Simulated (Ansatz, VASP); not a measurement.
# Cross-check of Si17O12 (amorphous SiO0.71) between VASP and Ansatz, part 2 of 3

Aim: how closely do two programs agree when they are given the same cell, functional and k mesh? Of the first pair: The structure shown is the start of the Ansatz relaxation below; VASP solves that cell, so the two are compared at the walk's first step.

VASP 6.6.1 and Ansatz 0.2.0.

So far: Starting point; Ansatz: relaxation, PBE.

## 3. VASP: single point, PBE, start cell, pair 1

Level of this step: PBE; plane waves and PAW (Si, O) (VASP).

The same cell, functional, mesh and smearing now go to VASP, with its own data sets.

Lines of VASP's logs that name or quote its potential files are left out, and so is its time.

INCAR reads:

```
SYSTEM = Si17O12
PREC = Accurate
ENCUT = 520
EDIFF = 1E-06
NELM = 120
ISMEAR = -1
SIGMA = 0.025
LREAL = Auto
ALGO = Normal
GGA = PE
NBANDS = 272
LORBIT = 11
LWAVE = .FALSE.
LCHARG = .FALSE.
ISIF = 2
LASPH = .TRUE.
GGA_COMPAT = .FALSE.
EFERMI = MIDGAP
NCORE = 2
```

POSCAR reads:

```
Si17O12
1.0
   11.4527100000      0.0000000000      0.0000000000
    0.0000000000     11.4527100000      0.0000000000
    0.0000000000      0.0000000000     11.4527100000
Si O
51 36
Direct
    0.2394629743      0.9182979400      0.9042575949
    0.9663215082      0.0562137695      0.2140716040
    0.4965898901      0.2031920829      0.0959074315
    0.0225798086      0.2566117539      0.8167673852
    0.3060061767      0.7472991109      0.1133268894
    0.4489243157      0.4608778184      0.8230279122
    0.7579690746      0.4412405448      0.2235890021
    0.2519316389      0.8574564448      0.6559582841
    0.6790969124      0.2623396559      0.3033605147
    0.6510860748      0.6509114437      0.3764087277
    0.2101773292      0.7965538287      0.2873992269
    0.0413090002      0.8919722930      0.8786479357
    0.6947176694      0.7721316614      0.7595058288
    0.8450489011      0.9204982925      0.4679329172
    0.6126672202      0.6036999103      0.9434011688
    0.6361463793      0.9221223623      0.1395215630
    0.1667290973      0.5318042629      0.0081378119
    0.4544688550      0.0132370417      0.1352430997
    0.3875414640      0.2656838425      0.7790033974
    0.0111676625      0.4054498892      0.4927916624
    0.2466228517      0.5583831250      0.3256085241
    0.7919173715      0.0792912769      0.3188328352
    0.2131460589      0.4206689945      0.1776173500
    0.3227009153      0.5912661719      0.6237301041
    0.5824822247      0.7284214828      0.1846811803
    0.6124663944      0.2959998114      0.5115208540
    0.7510973385      0.0013533915      0.8932471005
    0.1131609898      0.2483167739      0.1343262861
    0.0287617516      0.8567317255      0.6637992231
    0.7819022747      0.4923288898      0.9532590976
    0.8093106348      0.3319214404      0.8250361705
    0.4926170313      0.5439935177      0.4355388375
    0.0335379137      0.2330103530      0.6057169002
    0.3177326589      0.9992482129      0.2900710836
    0.0081465435      0.8563824632      0.2641121621
    0.6630133829      0.1844279651      0.8610538466
    0.0154286627      0.4526264963      0.1656463841
    0.2021093697      0.4668327409      0.5077837473
    0.6230228479      0.3941337902      0.7379738071
    0.9341457175      0.6742508978      0.6840477057
    0.5435569398      0.1734873231      0.6895660503
    0.6479077878      0.8203473239      0.4978734291
    0.3587273231      0.1270267037      0.4413977129
    0.0904938656      0.4798165674      0.8143487437
    0.8671572056      0.5432076775      0.5388418986
    0.2309933631      0.2604623709      0.5455215403
    0.7818236906      0.3750989940      0.6189102841
    0.9388694903      0.7278975893      0.0192268904
    0.9448680705      0.0671980693      0.9259293215
    0.2837232410      0.1966259514      0.9350712626
    0.4199879330      0.9690719489      0.5577369898
    0.9380487238      0.9402840027      0.5821766202
    0.0337736658      0.5687824105      0.0720964732
    0.6353692707      0.6522735667      0.0761391845
    0.9921669194      0.3276604402      0.0944056036
    0.5596492009      0.2525341164      0.2157567947
    0.3668389403      0.2458108168      0.0456835107
    0.3095511892      0.8695234578      0.7905639801
    0.0641507556      0.1596128777      0.2402662776
    0.4858675370      0.5325813716      0.9430868327
    0.4863565043      0.0385323648      0.6672219937
    0.9409912588      0.0651286901      0.0719480368
    0.7069680451      0.9391401686      0.0162668923
    0.9479241158      0.7781913626      0.1533872769
    0.3943870053      0.5494594729      0.3303584916
    0.2540010181      0.6405994738      0.0345333113
    0.5246793117      0.4073708319      0.4689457779
    0.3533137572      0.5451460833      0.7554194597
    0.4447157048      0.6100739476      0.5531267272
    0.7454480206      0.4297760093      0.0797365864
    0.2937470695      0.8544615205      0.0214796323
    0.1563472750      0.2535557086      0.8919810246
    0.4378963582      0.7267362921      0.1612020212
    0.6061360150      0.7161012546      0.8523659466
    0.2950131454      0.2891106122      0.6728713117
    0.2544463276      0.7149836152      0.6284800715
    0.5889697722      0.2026507263      0.9865088700
    0.9253443072      0.8295067281      0.3820929719
    0.7754583850      0.5895373235      0.4361063888
    0.0202484827      0.6020234512      0.7802520102
    0.8161998339      0.6991533008      0.7639327286
    0.8984423774      0.4815279528      0.2413489908
    0.6399271439      0.7622126117      0.6294492745
    0.7212266791      0.9088678575      0.7876563713
    0.5275170680      0.9005990722      0.4850991599
    0.7030912334      0.9861159498      0.2475309337
    0.2709140457      0.0576020872      0.9283479631
```

KPOINTS reads:

```
Automatic mesh
0
Gamma
1 1 1
0 0 0
```

Potentials, in the order of the species: Si and O (PBE family, release 64).

Run with:

```console
$ mpirun -np 8 vasp_gam
```

Numbers of over 12 decimals in the logs are rounded to 6 here.

Output:

```text
[banner, memory and clock lines left out]
running    8 mpi-ranks, on    1 nodes
[...]
LDA part: xc-table for (Slater+PW92), standard interpolation
 POSCAR, INCAR and KPOINTS ok, starting setup
[...]
entering main loop
       N       E                     dE             d eps       ncg     rms          rms(c)
DAV:   1     0.329941437434E+04    0.32994E+04   -0.21826E+05   544   0.143E+03
DAV:   2    -0.229281312180E+03   -0.35287E+04   -0.33481E+04   672   0.312E+02
DAV:   3    -0.612083717983E+03   -0.38280E+03   -0.37765E+03   640   0.106E+02
DAV:   4    -0.622478687258E+03   -0.10395E+02   -0.10330E+02   640   0.189E+01
[...]
DAV:  20    -0.560521663739E+03   -0.14697E-04   -0.31519E-05   672   0.130E-02    0.104E-02
DAV:  21    -0.560521667815E+03   -0.40756E-05   -0.11355E-05   624   0.806E-03    0.767E-03
DAV:  22    -0.560521667978E+03   -0.16348E-06   -0.64616E-06   624   0.628E-03
   1 F= -.56052167E+03 E0= -.56047240E+03  d E =-.985398E-01
```

From OUTCAR (step 3):

```text
  Total        0.4551898      2.2744386     -0.5291032     -6.4460907      4.6493280    -10.1736785
  in kB        0.4854878      2.4258280     -0.5643210     -6.8751504      4.9587929    -10.8508510
  external PRESSURE =       0.7823316 kB  Pullay stress =       0.0000000 kB

 POSITION                                       TOTAL-FORCE (eV/Angst)
 -----------------------------------------------------------------------------------
      2.74250     10.51700     10.35620         0.108776      0.221881      1.210458
     11.06700      0.64380      2.45170        -0.238856      0.133471     -0.351299
      5.68730      2.32710      1.09840         0.028256     -0.985143     -0.083788
      0.25860      2.93890      9.35420         0.455007     -0.364025      0.562330
      3.50460      8.55860      1.29790        -0.811898      0.334722      0.736546
[...]
9.06960      0.90810      3.65150         0.060128     -0.147360      0.295485
      2.44110      4.81780      2.03420         0.524157      0.005368      0.678654
      3.69580      6.77160      7.14340        -0.729018     -0.377532     -0.374534
      6.67100      8.34240      2.11510         0.034388     -0.065496      0.184618
      7.01440      3.39000      5.85830        -0.020932      0.060609     -0.215285
      8.60210      0.01550     10.23010         0.302119      0.181738      0.241579
      1.29600      2.84390      1.53840        -0.225179     -0.656742      0.151287
      0.32940      9.81190      7.60230         0.349928      0.649648      0.589113
[...]
-----------------------------------------------------------------------------------
    total drift:                                0.019100     -0.005977      0.023964

  FREE ENERGIE OF THE ION-ELECTRON SYSTEM (eV)
  ---------------------------------------------------
  free  energy   TOTEN  =      -560.5216679784 eV

  energy  without entropy=     -560.4231281316  energy(sigma->0) =     -560.47239805

[... 3 further parts left out ...]
[key lines of the parts left out:]
E-fermi :   4.1822
```

The run ends at a pressure of 0.08 GPa, with forces up to 1.5 eV/Å.

## 4. Differences

Known differences besides the potentials themselves: the cutoff is 420 eV in Ansatz and 520 eV in VASP (PREC = Accurate, projectors in real space). Total energies have different zeros and are not compared.

Forces on 10 of the 87 atoms, those with the largest forces and the largest differences (eV/Å; atoms numbered as in POSCAR):

```
atom         Ansatz x, y, z           VASP x, y, z
 Si1    0.145, 0.203, 1.170    0.109, 0.222, 1.210
 Si2  -0.198, 0.182, -0.392  -0.239, 0.133, -0.351
 Si5   -0.798, 0.339, 0.695   -0.812, 0.335, 0.737
 Si7   -0.004, 1.208, 0.110   -0.050, 1.199, 0.162
 Si9  -0.364, -0.584, 1.021  -0.348, -0.575, 1.042
Si18  -0.742, -0.338, 1.230  -0.737, -0.331, 1.231
Si32  0.340, -0.297, -0.598  0.410, -0.283, -0.628
Si37  -0.261, 0.167, -0.028   -0.209, 0.203, 0.010
 O71   0.503, 0.951, -0.758   0.508, 0.969, -0.762
 O87   0.063, -1.259, 0.157   0.055, -1.283, 0.158
```

The forces differ by 22 meV/Å r.m.s., which is 5.7 % of the r.m.s. force of 0.383 eV/Å (both taken over all components).

## 5. Ansatz: relaxation, PBE

This run makes the geometry at which the two programs are then compared. The cell compared in this pair holds 1453.75 Å³, against 1502.19 Å³ for the pair before.

The structure compared here is the end of the Ansatz relaxation.

input.yaml reads:

```yaml
crystal:
  lattice:
    - [11.45271, 0.0, 0.0]
    - [0.0, 11.45271, 0.0]
    - [0.0, 0.0, 11.45271]
  atoms:
    - { symbol: Si, position: [0.23946, 0.9183, 0.90426] }
    - { symbol: Si, position: [0.96632, 0.05621, 0.21407] }
    - { symbol: Si, position: [0.49659, 0.20319, 0.09591] }
    - { symbol: Si, position: [0.02258, 0.25661, 0.81677] }
    - { symbol: Si, position: [0.30601, 0.7473, 0.11333] }
    - { symbol: Si, position: [0.44892, 0.46088, 0.82303] }
    - { symbol: Si, position: [0.75797, 0.44124, 0.22359] }
    - { symbol: Si, position: [0.25193, 0.85746, 0.65596] }
    - { symbol: Si, position: [0.6791, 0.26234, 0.30336] }
    - { symbol: Si, position: [0.65109, 0.65091, 0.37641] }
    - { symbol: Si, position: [0.21018, 0.79655, 0.2874] }
    - { symbol: Si, position: [0.04131, 0.89197, 0.87865] }
    - { symbol: Si, position: [0.69472, 0.77213, 0.75951] }
    - { symbol: Si, position: [0.84505, 0.9205, 0.46793] }
    - { symbol: Si, position: [0.61267, 0.6037, 0.9434] }
    - { symbol: Si, position: [0.63615, 0.92212, 0.13952] }
    - { symbol: Si, position: [0.16673, 0.5318, 0.00814] }
    - { symbol: Si, position: [0.45447, 0.01324, 0.13524] }
    - { symbol: Si, position: [0.38754, 0.26568, 0.779] }
    - { symbol: Si, position: [0.01117, 0.40545, 0.49279] }
    - { symbol: Si, position: [0.24662, 0.55838, 0.32561] }
    - { symbol: Si, position: [0.79192, 0.07929, 0.31883] }
    - { symbol: Si, position: [0.21315, 0.42067, 0.17762] }
    - { symbol: Si, position: [0.3227, 0.59127, 0.62373] }
    - { symbol: Si, position: [0.58248, 0.72842, 0.18468] }
    - { symbol: Si, position: [0.61247, 0.296, 0.51152] }
    - { symbol: Si, position: [0.7511, 0.00135, 0.89325] }
    - { symbol: Si, position: [0.11316, 0.24832, 0.13433] }
    - { symbol: Si, position: [0.02876, 0.85673, 0.6638] }
    - { symbol: Si, position: [0.7819, 0.49233, 0.95326] }
    - { symbol: Si, position: [0.80931, 0.33192, 0.82504] }
    - { symbol: Si, position: [0.49262, 0.54399, 0.43554] }
    - { symbol: Si, position: [0.03354, 0.23301, 0.60572] }
    - { symbol: Si, position: [0.31773, 0.99925, 0.29007] }
    - { symbol: Si, position: [0.00815, 0.85638, 0.26411] }
    - { symbol: Si, position: [0.66301, 0.18443, 0.86105] }
    - { symbol: Si, position: [0.01543, 0.45263, 0.16565] }
    - { symbol: Si, position: [0.20211, 0.46683, 0.50778] }
    - { symbol: Si, position: [0.62302, 0.39413, 0.73797] }
    - { symbol: Si, position: [0.93415, 0.67425, 0.68405] }
    - { symbol: Si, position: [0.54356, 0.17349, 0.68957] }
    - { symbol: Si, position: [0.64791, 0.82035, 0.49787] }
    - { symbol: Si, position: [0.35873, 0.12703, 0.4414] }
    - { symbol: Si, position: [0.09049, 0.47982, 0.81435] }
    - { symbol: Si, position: [0.86716, 0.54321, 0.53884] }
    - { symbol: Si, position: [0.23099, 0.26046, 0.54552] }
    - { symbol: Si, position: [0.78182, 0.3751, 0.61891] }
    - { symbol: Si, position: [0.93887, 0.7279, 0.01923] }
    - { symbol: Si, position: [0.94487, 0.0672, 0.92593] }
    - { symbol: Si, position: [0.28372, 0.19663, 0.93507] }
    - { symbol: Si, position: [0.41999, 0.96907, 0.55774] }
    - { symbol: O, position: [0.93805, 0.94028, 0.58218] }
    - { symbol: O, position: [0.03377, 0.56878, 0.0721] }
    - { symbol: O, position: [0.63537, 0.65227, 0.07614] }
    - { symbol: O, position: [0.99217, 0.32766, 0.09441] }
    - { symbol: O, position: [0.55965, 0.25253, 0.21576] }
    - { symbol: O, position: [0.36684, 0.24581, 0.04568] }
    - { symbol: O, position: [0.30955, 0.86952, 0.79056] }
    - { symbol: O, position: [0.06415, 0.15961, 0.24027] }
    - { symbol: O, position: [0.48587, 0.53258, 0.94309] }
    - { symbol: O, position: [0.48636, 0.03853, 0.66722] }
    - { symbol: O, position: [0.94099, 0.06513, 0.07195] }
    - { symbol: O, position: [0.70697, 0.93914, 0.01627] }
    - { symbol: O, position: [0.94792, 0.77819, 0.15339] }
    - { symbol: O, position: [0.39439, 0.54946, 0.33036] }
    - { symbol: O, position: [0.254, 0.6406, 0.03453] }
    - { symbol: O, position: [0.52468, 0.40737, 0.46895] }
    - { symbol: O, position: [0.35331, 0.54515, 0.75542] }
    - { symbol: O, position: [0.44472, 0.61007, 0.55313] }
    - { symbol: O, position: [0.74545, 0.42978, 0.07974] }
    - { symbol: O, position: [0.29375, 0.85446, 0.02148] }
    - { symbol: O, position: [0.15635, 0.25356, 0.89198] }
    - { symbol: O, position: [0.4379, 0.72674, 0.1612] }
    - { symbol: O, position: [0.60614, 0.7161, 0.85237] }
    - { symbol: O, position: [0.29501, 0.28911, 0.67287] }
    - { symbol: O, position: [0.25445, 0.71498, 0.62848] }
    - { symbol: O, position: [0.58897, 0.20265, 0.98651] }
    - { symbol: O, position: [0.92534, 0.82951, 0.38209] }
    - { symbol: O, position: [0.77546, 0.58954, 0.43611] }
    - { symbol: O, position: [0.02025, 0.60202, 0.78025] }
    - { symbol: O, position: [0.8162, 0.69915, 0.76393] }
    - { symbol: O, position: [0.89844, 0.48153, 0.24135] }
    - { symbol: O, position: [0.63993, 0.76221, 0.62945] }
    - { symbol: O, position: [0.72123, 0.90887, 0.78766] }
    - { symbol: O, position: [0.52752, 0.9006, 0.4851] }
    - { symbol: O, position: [0.70309, 0.98612, 0.24753] }
    - { symbol: O, position: [0.27091, 0.0576, 0.92835] }
kpoints:
  mp_grid: { grid: [1, 1, 1] }
hamiltonian:
  xc: pbe
scf:
  occupations: { method: fermi_dirac, width: 0.025 }
output:
  forces: true
relax:
  f_tol: 0.04
  max_steps: 250
  cell: {}
```

Run with:

```console
$ ansatz run input.yaml --threads 4 --pin off --max-ram 8192MiB --backend cpu --events-out ev --progress --plain --runs-dir out
```

Output:

```text
[...]
Crystal: 87 atoms, lattice volume = 1502.190 Å³
Basis set: ecut = 420 eV, 29423 PW (Γ), exchange–correlation on 160×160×160 points (8 copies of the dense FFT grid, shifted against one another)
Bands: 297, of which v1, the nominal top of the filled ones, is band 210 counted from 1 (209 counted from 0)
Symmetry: 1 space group operations
[...]
k-points: 1
[...]
- { symbol: O, position: [0.617076, 0.666051, 0.067402] }
    - { symbol: O, position: [0.979101, 0.338372, 0.107198] }
    - { symbol: O, position: [0.588219, 0.272020, 0.215941] }
    - { symbol: O, position: [0.374931, 0.260324, 0.076501] }
    - { symbol: O, position: [0.297449, 0.925691, 0.773196] }
    - { symbol: O, position: [0.092679, 0.154382, 0.209631] }
[...]
- { symbol: O, position: [0.703567, 0.913779, 0.795710] }
    - { symbol: O, position: [0.535308, 0.881519, 0.465912] }
    - { symbol: O, position: [0.725067, 0.978916, 0.262391] }
    - { symbol: O, position: [0.272107, 0.065625, 0.958112] }
[key lines of the parts left out:]
P = ⅓ Tr σ = 0.0205 GPa (0.205 kbar)
```

[end of part 2 of 3]

[Lines on the potential files, build, host, timing and source positions are cut from VASP's logs without a mark.]

[Logs are printed without paths, hosts, clocks, repeated set-up lines and the standing remarks that a program may print on its own settings, such as how far it seeks lower states.]

[Hosts, paths, dates, database ids (printed as entryN), source tags and the programs' standing remarks are cut or masked in the printed files.]
